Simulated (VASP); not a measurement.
The input files of a VASP run:

**INCAR**
```
SYSTEM = Sr
PREC = Accurate
ENCUT = 400
EDIFF = 1E-6
NELM = 100
ALGO = Normal
LREAL = .FALSE.
LASPH = .TRUE.
ISMEAR = 0
SIGMA = 1.0
GGA = PE
LMAXMIX = 4
LWAVE = .FALSE.
LCHARG = .FALSE.
ISIF = 2
```

File POSCAR:
```
Sr
1
    0.0000000000     3.1008000000     3.1008000000
    3.1008000000     0.0000000000     3.1008000000
    3.1008000000     3.1008000000     0.0000000000
Sr
1
Direct
  0.0000000000   0.0000000000   0.0000000000
```

**KPOINTS**
```
Automatic mesh
0
Gamma
8 8 8
0 0 0
```

POTCAR, in this order: Sr_sv (PBE.64 set). Program: vasp_std.

The resulting files:

standard output:
```
 POSCAR found type information on POSCAR Sr
 POSCAR found :  1 types and       1 ions
 Reading from existing POTCAR
 Reading from existing POTCAR
 LDA part: xc-table for (Slater+PW92), standard interpolation
 POSCAR, INCAR and KPOINTS ok, starting setup
 WAVECAR not read
 entering main loop
       N       E                     dE             d eps       ncg     rms          rms(c)
DAV:   1     0.306158048030E+02    0.30616E+02   -0.43185E+03   522   0.777E+02
DAV:   2    -0.622782131661E+00   -0.31239E+02   -0.30925E+02   583   0.148E+02
DAV:   3    -0.191856182650E+01   -0.12958E+01   -0.12822E+01   785   0.248E+01
DAV:   4    -0.195339955880E+01   -0.34838E-01   -0.34761E-01   778   0.390E+00
DAV:   5    -0.195385970308E+01   -0.46014E-03   -0.45989E-03   778   0.297E-01    0.112E+01
DAV:   6    -0.195666652903E+01   -0.28068E-02   -0.91029E-03   695   0.124E+00    0.624E+00
DAV:   7    -0.195933952051E+01   -0.26730E-02   -0.13635E-02   564   0.155E+00    0.362E-01
DAV:   8    -0.195930928072E+01    0.30240E-04   -0.18176E-03   810   0.284E-01    0.138E-01
DAV:   9    -0.195933851815E+01   -0.29237E-04   -0.38259E-05   776   0.754E-02    0.310E-02
DAV:  10    -0.195935660368E+01   -0.18086E-04   -0.91124E-06   673   0.251E-02    0.160E-02
DAV:  11    -0.195935610854E+01    0.49514E-06   -0.55706E-07   404   0.525E-03
   1 F= -.19593561E+01 E0= -.16274058E+01  d E =-.663901E+00
```

### OUTCAR
```
------------------------ aborting loop because EDIFF is reached ----------------------------------------
  FORCE on cell =-STRESS in cart. coord.  units (eV):
  Direction    XX          YY          ZZ          XY          YZ          ZX
  --------------------------------------------------------------------------------------
  Total       -0.2413098     -0.2413098     -0.2413098      0.0000000      0.0000000     -0.0000000
  in kB       -6.4838693     -6.4838693     -6.4838693      0.0000000      0.0000000     -0.0000000
  external PRESSURE =      -6.4838693 kB  Pullay stress =       0.0000000 kB
  volume of cell :       59.63
      direct lattice vectors                 reciprocal lattice vectors
     0.000000000  3.100800000  3.100800000    -0.161248710  0.161248710  0.161248710
     3.100800000  0.000000000  3.100800000     0.161248710 -0.161248710  0.161248710
     3.100800000  3.100800000  0.000000000     0.161248710  0.161248710 -0.161248710
 POSITION                                       TOTAL-FORCE (eV/Angst)
 -----------------------------------------------------------------------------------
      0.00000      0.00000      0.00000         0.000000      0.000000     -0.000000
 -----------------------------------------------------------------------------------
    total drift:                               -0.000000     -0.000000     -0.000000
  FREE ENERGIE OF THE ION-ELECTRON SYSTEM (eV)
  ---------------------------------------------------
  free  energy   TOTEN  =        -1.9593561085 eV

  energy  without entropy=       -1.2954554179  energy(sigma->0) =       -1.62740576
```
(Selected blocks of OUTCAR.)

Task: The run ends quietly. Is anything wrong with it?

Result: The cause: SIGMA is far too large. The run ends without an error. Against the sound run, the energy per atom (σ→0) decreases by 0.001 eV/atom; the pressure goes up by 0.28 GPa. To mend it, set ISMEAR = 1, set SIGMA = 0.1.

The mended run (PBE GGA, plane waves, VASP's PBE PAW potentials (set 64)) converges, and its OSZICAR ends with
```
   1 F= -.16263823E+01 E0= -.16263242E+01  d E =-.174109E-03
```

The compound is Sr in the fcc structure. The cell was not relaxed at this level.
